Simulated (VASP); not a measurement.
Runs of VASP 6.6.1 on AlCu. Symmetry: P4mm, No. 99, tetragonal system. Conventional cell: a = 2.998 Å, b = 2.998 Å, c = 2.998 Å, α = 90.00°, β = 90.00°, γ = 90.00°. Al (site symmetry 4mm) is surrounded by 8 Cu at 2.46 to 2.75 Å. Cu (site symmetry 4mm) has 8 Al at 2.46 to 2.75 Å as nearest neighbours. The cell comes from a database or a generator and needn't be the stable form of this composition.

```tsv
cell	further INCAR settings	gap on the mesh (eV)	pressure (GPa)	largest force (eV/Å)
all Cu atoms moved -0.250 Å, as atom 2 along Cartesian [0 0 1]	ALGO = Fast; EDIFF = 1e-07; NBANDS = 14	none	-5.3	(a)
all Cu atoms moved +0.125 Å, as atom 2 along Cartesian [0 0 1]	ALGO = Fast; EDIFF = 1e-06; NBANDS = 14	none	-8.0	0.41
all Cu atoms moved -0.500 Å, as atom 2 along Cartesian [0 0 1]	ALGO = Fast; EDIFF = 1e-06; NBANDS = 14	none	(b)	1.64
all Cu atoms moved +0.438 Å, as atom 2 along Cartesian [0 0 1]	ALGO = Fast; EDIFF = 1e-07; NBANDS = 14	none	0.0	(c)
```

Alike in all rows: task single point; level LDA; potentials or basis VASP PAW LDA potentials, release 64 (Al, Cu); no spin polarisation; k mesh 16 × 16 × 16; cutoff (eV) 520; smearing gaussian 0.15 eV.

**Question.** Fill in the values left out.

**Answer.** (a) 0.82; (b) 2.3; (c) 1.44.

Caveats: forces of over 1 eV/Å show positions far from the minimum, so gaps and moduli don't describe the material at rest (some runs).

A gap of «none» marks a metal or a gap under the smearing width.
